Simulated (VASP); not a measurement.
Given:

```
BeTe
1.0
    0.00000     2.55291     2.55291
    2.55291     0.00000     2.55291
    2.55291     2.55291     0.00000
Be Te
1 1
Direct
  0.00000   0.00000   0.00000
  0.25000   0.25000   0.25000
```

Calculation: PBEsol GGA, VASP's PBE PAW potentials (set 64) (plane waves; VASP 6.6.1). Run with 500 eV cut-off, 9×9×9 Γ-centred mesh, Gaussian smearing of 0.050 eV, potentials Be Te.

Problem. Estimate the energy per atom (σ→0), pressure.

Solution. 
```
Property                        Value
---------------------  --------------
energy per atom (σ→0)  -3.704 eV/atom
pressure                   299.7 kbar
```

The compound is BeTe in the zinc blende structure. It was relaxed first under an external pressure of 30 GPa.
